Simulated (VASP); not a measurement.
A cell of Ru (relaxed from the simple-cubic structure, space group Pm-3m) near equilibrium:

```
CELL_PARAMETERS angstrom
      2.49209     0.00000     0.00000
      0.00000     2.49209     0.00000
      0.00000     0.00000     2.49209
ATOMIC_POSITIONS crystal
  Ru 0.00000 0.00000 0.00000
```

These are r2SCAN meta-GGA, VASP's PBE PAW potentials (set 64) (plane waves; VASP) values and carry that method's errors.

```
run               ΔE (meV/atom)    σxx    σyy    σzz  largest shear component, with its sign (GPa)  largest force (eV/Å)
----------------  -------------  -----  -----  -----  --------------------------------------------  --------------------
as it is                    0.0   0.87   0.87   0.87                                          0.00                 0.000
after one change            0.6  -2.07  -1.15  -1.15                                          0.00                 0.000
```
Stress is in GPa, positive when the cell is compressed.

### Question
Name the change that produced these shifts.
A. uniaxial strain of +1.0 % along x
B. biaxial strain of +1.0 % in the xz plane
C. isotropic strain of -4.0 %
D. uniaxial strain of -1.0 % along x

### Answer
A, uniaxial strain of +1.0 % along x

The structure was generated: Ru was put into the simple-cubic type (Pm-3m), which need not be its known phase.
